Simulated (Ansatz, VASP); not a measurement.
# Pt (Pt(110)): VASP beside Ansatz, part 2 of 2

Wanted: the spread between two codes on one cell, functional and k mesh. Of the first pair: The cell is taken from a series of runs on this material, whose earlier steps may have relaxed, scaled, displaced or heated it; both programs get it as it stands.

VASP 6.6.1 and Ansatz 0.2.0.

So far: Starting point; VASP: single point, PBE, pair 1; Ansatz: single point, PBE, pair 1.

### Step 4. Differences

Known differences besides the potentials themselves: the data sets hold 198 valence electrons in Ansatz (on its default PAW (the set named soft_2) files) and 110 in VASP; the cutoff is 420 eV in Ansatz and 400 eV in VASP. Total energies have different zeros and are not compared.

Compared:

```csv
quantity,Ansatz,VASP,difference
"work function, lower of the two faces (eV)",5.32,5.32,0.00
"work function, higher of the two faces (eV)",5.35,5.35,0.00
```

Forces on 7 of the 11 atoms, those with the largest forces and the largest differences (eV/Å; atoms numbered as in POSCAR):

```
atom        Ansatz x, y, z          VASP x, y, z
 Pt1   0.000, 0.000, 0.393   0.000, 0.000, 0.415
 Pt2  0.000, 0.000, -1.113  0.000, 0.000, -1.099
 Pt3  0.000, 0.000, -0.060  0.000, 0.000, -0.065
 Pt4   0.000, 0.000, 0.330   0.000, 0.000, 0.328
 Pt5   0.000, 0.000, 0.451   0.000, 0.000, 0.446
 Pt7   0.000, 0.000, 0.003   0.000, 0.000, 0.005
Pt11   0.000, 0.000, 0.000  0.000, 0.000, -0.028
```

The forces differ by 6.9 meV/Å r.m.s., which is 3.1 % of the r.m.s. force of 0.226 eV/Å (both taken over all components). Where the cell holds vacuum, a pressure given here is an average over it and none of the material.

### Step 5. Ansatz: relaxation, PBE

The two programs are compared at the cell with which this relaxation starts, whose forces are those of its first step.

The structure compared here is the start of the Ansatz relaxation; VASP solves that cell, so the two are compared at the walk's first step.

input.yaml reads:

```yaml
crystal:
  lattice:
    - [3.92, 0.0, 0.0]
    - [0.0, 2.7718585823, 0.0]
    - [0.0, 0.0, 27.8592929113]
  atoms:
    - { symbol: Pt, position: [0.0, 0.0, 0.2512626585] }
    - { symbol: Pt, position: [0.5, 0.5, 0.3010101268] }
    - { symbol: Pt, position: [0.0, 0.0, 0.3507575951] }
    - { symbol: Pt, position: [0.5, 0.5, 0.4005050634] }
    - { symbol: Pt, position: [0.0, 0.0, 0.4502525317] }
    - { symbol: Pt, position: [0.5, 0.5, 0.5] }
    - { symbol: Pt, position: [0.0, 0.0, 0.5497474683] }
    - { symbol: Pt, position: [0.5, 0.5, 0.5994949366] }
    - { symbol: Pt, position: [0.0, 0.0, 0.6492424049] }
    - { symbol: Pt, position: [0.5, 0.5, 0.6989898732] }
    - { symbol: Pt, position: [0.0, 0.0, 0.7487373415] }
kpoints:
  mp_grid: { grid: [8, 11, 1] }
hamiltonian:
  xc: pbe
scf:
  occupations: { method: fermi_dirac, width: 0.1 }
efield:
  axis: 3
  dipole_correction: true
  ramp_width: 0.05
relax:
  f_tol: 0.02
  max_steps: 60
  constraints: [{ sites: [0, 1, 2, 3, 4] }]
output:
  write_potential: true
  write_density: true
  volumetric_format: npy
```

Started as:

```
$ ansatz run input.yaml --threads 4 --pin off --max-ram 8192MiB --backend cpu --events-out ev --progress --plain --runs-dir out
```

Numbers of over 12 decimals in the logs are rounded to 6 here.

What it wrote:

```text
[...]
Crystal: 11 atoms, lattice volume = 302.710 Å³
Basis set: ecut = 420 eV, 5917 PW (Γ), exchange–correlation on 54×40×384 points (8 copies of the dense FFT grid, shifted against one another)
Bands: 119, of which v1, the nominal top of the filled ones, is band 99 counted from 1 (98 counted from 0)
Symmetry: 4 space group operations
k-points: 30 of 88
[...]
- { symbol: Pt, position: [0.5, 0.5, 0.400505] }
    - { symbol: Pt, position: [0.0, 0.0, 0.4502525317] }
    - { symbol: Pt, position: [0.5, 0.5, 0.502151] }
    - { symbol: Pt, position: [0.0, 0.0, 0.553281] }
    - { symbol: Pt, position: [0.5, 0.5, 0.604563] }
    - { symbol: Pt, position: [0.0, 0.0, 0.655377] }
    - { symbol: Pt, position: [0.5, 0.5, 0.709845] }
    - { symbol: Pt, position: [0.0, 0.0, 0.754560] }
[key lines of the parts left out:]
SCF converged after 6 iterations
Free energy (F): -137750.813341 eV
Fermi energy:    10.358264 eV
Dipole field:    D = -0.001149 V/Å  (p = -0.001923 e·Å, saw-weighted, corrected)
Work function:   Φ+ = 5.3538 eV   Φ− = 5.3218 eV
```

### Step 6. VASP: single point, PBE, start cell, pair 2

The same cell, functional, mesh and smearing now go to VASP, with its own data sets.

INCAR reads:

```
SYSTEM = Pt
PREC = Accurate
ENCUT = 400
EDIFF = 1E-06
NELM = 120
ISMEAR = -1
SIGMA = 0.1
LREAL = .FALSE.
ALGO = Normal
GGA = PE
NBANDS = 68
LASPH = .TRUE.
LORBIT = 11
LWAVE = .FALSE.
LCHARG = .FALSE.
ISIF = 2
LDIPOL = .TRUE.
IDIPOL = 3
DIPOL = 0.5 0.5 0.5
LVHAR = .TRUE.
GGA_COMPAT = .FALSE.
NELMDL = -8
KPAR = 2
```

POSCAR reads:

```
Pt
1.0
    3.9200000000      0.0000000000      0.0000000000
    0.0000000000      2.7718585823      0.0000000000
    0.0000000000      0.0000000000     27.8592929113
Pt
11
Direct
    0.0000000000      0.0000000000      0.2512626585
    0.5000000000      0.5000000000      0.3010101163
    0.0000000000      0.0000000000      0.3507576101
    0.5000000000      0.5000000000      0.4005050679
    0.0000000000      0.0000000000      0.4502525258
    0.5000000000      0.5000000000      0.5000000016
    0.0000000000      0.0000000000      0.5497474774
    0.5000000000      0.5000000000      0.5994949353
    0.0000000000      0.0000000000      0.6492423931
    0.5000000000      0.5000000000      0.6989898869
    0.0000000000      0.0000000000      0.7487373447
```

KPOINTS reads:

```
Automatic mesh
0
Gamma
8 11 1
0 0 0
```

Potentials, in the order of the species: Pt (PBE family, release 64).

Started as:

```
$ mpirun -np 2 vasp_std
```

What it wrote:

```text
[... set-up lines as in an earlier step ...]
 entering main loop
       N       E                     dE             d eps       ncg     rms          rms(c)
DAV:   1     0.647804213841E+03    0.64780E+03   -0.45989E+04  4096   0.119E+03
DAV:   2    -0.334760632843E+02   -0.68128E+03   -0.63373E+03  4692   0.280E+02
DAV:   3    -0.676524287799E+02   -0.34176E+02   -0.31325E+02  4840   0.564E+01
DAV:   4    -0.688427900043E+02   -0.11904E+01   -0.11539E+01  4944   0.102E+01
[...]
DAV:  31    -0.646387785324E+02   -0.67014E-05   -0.17212E-07  2584   0.165E-03    0.104E-03
DAV:  32    -0.646387816028E+02   -0.30704E-05   -0.10902E-07  2480   0.146E-03    0.741E-04
DAV:  33    -0.646387821548E+02   -0.55200E-06   -0.32530E-08  2460   0.647E-04
   1 F= -.64638782E+02 E0= -.64313269E+02  d E =-.651027E+00
```

OUTCAR, selected parts (step 6):

```text
  Total        4.5979381      2.6457349      6.2821137      0.0000000      0.0000000      0.0000000
  in kB       24.3358478     14.0032771     33.2498083      0.0000000      0.0000000      0.0000000
  external PRESSURE =      23.8629777 kB  Pullay stress =       0.0000000 kB

 POSITION                                       TOTAL-FORCE (eV/Angst)
 -----------------------------------------------------------------------------------
      0.00000      0.00000      7.00000         0.000000     -0.000000      0.407364
      1.96000      1.38593      8.38593         0.000000      0.000000     -1.092329
      0.00000      0.00000      9.77186         0.000000     -0.000000     -0.073764
      1.96000      1.38593     11.15779         0.000000     -0.000000      0.125420
      0.00000      0.00000     12.54372         0.000000     -0.000000     -0.014784
      1.96000      1.38593     13.92965         0.000000     -0.000000      0.000000
      0.00000      0.00000     15.31558         0.000000     -0.000000      0.014784
      1.96000      1.38593     16.70151         0.000000     -0.000000     -0.125420
      0.00000      0.00000     18.08743         0.000000     -0.000000      0.073764
      1.96000      1.38593     19.47336         0.000000     -0.000000      1.092329
      0.00000      0.00000     20.85929         0.000000     -0.000000     -0.407364
 -----------------------------------------------------------------------------------
    total drift:                                0.000000      0.000000     -0.000492

  FREE ENERGIE OF THE ION-ELECTRON SYSTEM (eV)
  ---------------------------------------------------
  free  energy   TOTEN  =       -64.6387821548 eV

  energy  without entropy=      -63.9877554522  energy(sigma->0) =      -64.31326880

[... 2 parts as in an earlier step ...]

[... 1 further part left out ...]
[key lines of the parts left out:]
E-fermi :   3.7213
```

### Step 7. Differences

What differs besides the data sets and the points named for the pairs above, as far as they apply: the data sets hold 198 valence electrons in Ansatz (on its default PAW (the set named soft_2) files) and 110 in VASP. Total energies have different zeros and are not compared.

Forces on 7 of the 11 atoms, those with the largest forces and the largest differences (eV/Å; atoms numbered as in POSCAR):

```
atom        Ansatz x, y, z          VASP x, y, z
 Pt1   0.000, 0.000, 0.386   0.000, 0.000, 0.407
 Pt2  0.000, 0.000, -1.106  0.000, 0.000, -1.092
 Pt3  0.000, 0.000, -0.069  0.000, 0.000, -0.074
 Pt4   0.000, 0.000, 0.126   0.000, 0.000, 0.125
 Pt8  0.000, 0.000, -0.126  0.000, 0.000, -0.125
Pt10   0.000, 0.000, 1.106   0.000, 0.000, 1.092
Pt11  0.000, 0.000, -0.386  0.000, 0.000, -0.407
```

The forces differ by 6.4 meV/Å r.m.s., which is 2.2 % of the r.m.s. force of 0.289 eV/Å (both taken over all components). Where the cell holds vacuum, a pressure given here is an average over it and none of the material.

### Step 8. Ansatz: relaxation, PBE

This run makes the geometry at which the two programs are then compared.

The structure compared here is the end of the Ansatz relaxation.

This is the run of step 5 again, met here at its other cell.

### Step 9. VASP: single point, PBE, relaxed atoms in a fixed cell, pair 3

The same cell, functional, mesh and smearing now go to VASP, with its own data sets.

INCAR: that of step 6 with these lines changed.

```diff
@@ -18,3 +18,3 @@
 IDIPOL = 3
-DIPOL = 0.5 0.5 0.5
+DIPOL = 0.5 0.5 0.503
 LVHAR = .TRUE.
```

POSCAR reads:

```
Pt
1.0
    3.9200000000      0.0000000000      0.0000000000
    0.0000000000      2.7718585823      0.0000000000
    0.0000000000      0.0000000000     27.8592929113
Pt
11
Direct
    0.0000000000      0.0000000000      0.2512626585
    0.5000000000      0.5000000000      0.3010101268
    0.0000000000      0.0000000000      0.3507575951
    0.5000000000      0.5000000000      0.4005050634
    0.0000000000      0.0000000000      0.4502525317
    0.5000000000      0.5000000000      0.5021511037
    0.0000000000      0.0000000000      0.5532805507
    0.5000000000      0.5000000000      0.6045633763
    0.0000000000      0.0000000000      0.6553770057
    0.5000000000      0.5000000000      0.7098448220
    0.0000000000      0.0000000000      0.7545601898
```

KPOINTS is that of step 6.

Started as:

```
$ mpirun -np 2 vasp_std
```

What it wrote:

```text
[... set-up lines as in an earlier step ...]
 entering main loop
       N       E                     dE             d eps       ncg     rms          rms(c)
[... 48 cycles as in an earlier step ...]
   1 F= -.64757308E+02 E0= -.64430977E+02  d E =-.652663E+00
```

From OUTCAR (step 9):

```text
[... 6 parts as in an earlier step ...]

[... 1 further part left out ...]
[key lines of the parts left out:]
E-fermi :   3.7003
```

### Step 10. Side by side

What differs besides the data sets and the points named for the pairs above, as far as they apply: the data sets hold 198 valence electrons in Ansatz (on its default PAW (the set named soft_2) files) and 110 in VASP. Total energies have different zeros and are not compared.

Both answers:

| quantity | Ansatz | VASP | difference |
| --- | --- | --- | --- |
| work function, lower of the two faces (eV) | 5.32 | 5.32 | 0.00 |
| work function, higher of the two faces (eV) | 5.35 | 5.35 | 0.00 |

Forces on 7 of the 11 atoms, those with the largest forces and the largest differences (eV/Å; atoms numbered as in POSCAR):

(Unchanged from step 4.)

The forces differ by 6.9 meV/Å r.m.s., which is 3.1 % of the r.m.s. force of 0.226 eV/Å (both taken over all components). Where the cell holds vacuum, a pressure given here is an average over it and none of the material.

### Step 11. Outcome

```yaml
r_m_s_force_difference_single_point_pbe_pair_1: 3.1 % of the r.m.s. force
r_m_s_force_difference_single_point_pbe_start_cell_pair_2: 2.2 % of the r.m.s. force
r_m_s_force_difference_single_point_pbe_relaxed_atoms_in_a_fixed_cell_pair_3: 3.1 % of the r.m.s. force
```

In words: The r.m.s. force difference is 3.1 % of the r.m.s. force (single point, PBE, pair 1), at about the 3 % picked in this series as the mark of a large difference. The data sets hold unlike numbers of valence electrons (198 in Ansatz and 110 in VASP), so part of the differences may come from the potentials. Pairs 1 and 3 hold one cell, so they aren't independent. Such differences can come from data sets, numerical settings and the points named under the comparisons, not from the functional's error against experiment.

[Lines on the potential files, build, host, timing and source positions are cut from VASP's logs without a mark.]

[Logs are printed without paths, hosts, clocks, repeated set-up lines and the standing remarks that a program may print on its own settings, such as how far it seeks lower states.]

[Hosts, paths, dates, database ids (printed as entryN), source tags and the programs' standing remarks are cut or masked in the printed files.]
